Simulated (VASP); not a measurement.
A convergence study with VASP on CoSi2 (fluorite): a few settings are varied, all else stays as given below, so the limit is that of these other settings. The cell's lengths are 1 % over those of the tabulated start and one atom is moved, so it is off equilibrium.

```
CELL_PARAMETERS angstrom
      0.00000     2.70680     2.70680
      2.70680     0.00000     2.70680
      2.70680     2.70680     0.00000
ATOMIC_POSITIONS crystal
  Co 0.00000 0.00000 0.00000
  Si 0.25000 0.25000 0.25000
  Si 0.73881 0.76119 0.76119
```

These are PBEsol GGA, VASP's PBE PAW potentials (set 64) (plane waves; VASP) values and carry that method's errors. The last row used: ADDGRID = .TRUE., 500 eV cut-off, 11×11×11 Γ-centred mesh, first-order Methfessel-Paxton smearing of 0.10 eV, potentials Co Si.

```json
[
 {"setting": "ADDGRID = unset, ENCUT = 200, PREC = Low", "E (eV/atom)": "-6.8298", "pressure (GPa)": "-38.04", "largest force (eV/Å)": "0.445", "plane waves": "268"},
 {"setting": "ADDGRID = unset, ENCUT = 200, PREC = Normal", "E (eV/atom)": "-6.8299", "pressure (GPa)": "-38.08", "largest force (eV/Å)": "0.447", "plane waves": "268"},
 {"setting": "ADDGRID = .TRUE., ENCUT = 200, PREC = Normal", "E (eV/atom)": "-6.8299", "pressure (GPa)": "-38.09", "largest force (eV/Å)": "0.447", "plane waves": "268"},
 {"setting": "ADDGRID = .TRUE., ENCUT = 200, PREC = Accurate", "E (eV/atom)": "-6.8291", "pressure (GPa)": "-38.20", "largest force (eV/Å)": "0.446", "plane waves": "268"},
 {"setting": "ADDGRID = unset, ENCUT = 300, PREC = Low", "E (eV/atom)": "-6.9651", "pressure (GPa)": "-9.68", "largest force (eV/Å)": "0.458", "plane waves": "487"},
 {"setting": "ADDGRID = unset, ENCUT = 300, PREC = Normal", "E (eV/atom)": "-6.9652", "pressure (GPa)": "-9.72", "largest force (eV/Å)": "0.459", "plane waves": "487"},
 {"setting": "ADDGRID = .TRUE., ENCUT = 300, PREC = Normal", "E (eV/atom)": "-6.9653", "pressure (GPa)": "-9.73", "largest force (eV/Å)": "0.459", "plane waves": "487"},
 {"setting": "ADDGRID = .TRUE., ENCUT = 300, PREC = Accurate", "E (eV/atom)": "-6.9655", "pressure (GPa)": "-9.72", "largest force (eV/Å)": "0.459", "plane waves": "487"},
 {"setting": "ADDGRID = unset, ENCUT = 400, PREC = Low", "E (eV/atom)": "-6.9673", "pressure (GPa)": "-9.59", "largest force (eV/Å)": "0.460", "plane waves": "736"},
 {"setting": "ADDGRID = unset, ENCUT = 400, PREC = Normal", "E (eV/atom)": "-6.9675", "pressure (GPa)": "-9.63", "largest force (eV/Å)": "0.461", "plane waves": "736"},
 {"setting": "ADDGRID = .TRUE., ENCUT = 400, PREC = Normal", "E (eV/atom)": "-6.9675", "pressure (GPa)": "-9.64", "largest force (eV/Å)": "0.461", "plane waves": "736"},
 {"setting": "ADDGRID = .TRUE., ENCUT = 400, PREC = Accurate", "E (eV/atom)": "-6.9675", "pressure (GPa)": "-9.64", "largest force (eV/Å)": "0.461", "plane waves": "736"},
 {"setting": "ADDGRID = unset, ENCUT = 500, PREC = Low", "E (eV/atom)": "-6.9669", "pressure (GPa)": "-9.51", "largest force (eV/Å)": "0.461", "plane waves": "1026"},
 {"setting": "ADDGRID = unset, ENCUT = 500, PREC = Normal", "E (eV/atom)": "-6.9669", "pressure (GPa)": "-9.49", "largest force (eV/Å)": "0.461", "plane waves": "1026"},
 {"setting": "ADDGRID = .TRUE., ENCUT = 500, PREC = Normal", "E (eV/atom)": "-6.9669", "pressure (GPa)": "-9.49", "largest force (eV/Å)": "0.461", "plane waves": "1026"},
 {"setting": "ADDGRID = .TRUE., ENCUT = 500, PREC = Accurate", "E (eV/atom)": "-6.9669", "pressure (GPa)": "-9.49", "largest force (eV/Å)": "0.461", "plane waves": "1026"}
]
```

Left out are rungs that failed or repeat a setting and relaxations that didn't move; long series are thinned to 24 rows.

The compound is CoSi2 in the fluorite structure. The cell was not relaxed at this level, it is distorted from the ideal structure. The run is not spin-polarised, so no magnetic state was tried. The electron count is odd and the run is not spin-polarised, which forces a metal.
